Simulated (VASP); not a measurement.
Crystal: Rh.

```xyz
1
Lattice="0.0000 1.8896 1.8896 1.8896 0.0000 1.8896 1.8896 1.8896 0.0000" Properties=species:S:1:pos:R:3 pbc="T T T"
Rh    0.0000    0.0000    0.0000
```

Base run:

| Quantity | Value |
| --- | --- |
| Program | VASP 6.6.1 |
| Functional | PBEsol |
| Potentials or basis | VASP PAW PBE potentials, release 64 (Rh_pv) |
| Cutoff | 520 eV |
| k mesh | 18 × 18 × 18 |
| Occupations | gaussian, width 0.5 eV |
| Spin | no spin polarisation |

Its results: band gap on the k mesh none (metal or under the smearing width); pressure 1.8 GPa.

**Question.** The run is repeated on the same cell with these changes: cutoff from 520 eV to 900 eV; occupations from gaussian, width 0.5 eV to gaussian, width 0.1 eV. What comes out?

**Answer.** Band gap on the k mesh none (metal or under the smearing width); pressure 0.2 GPa.

Caveats: the PAW data sets were made with another functional, which shifts forces and pressure a little.
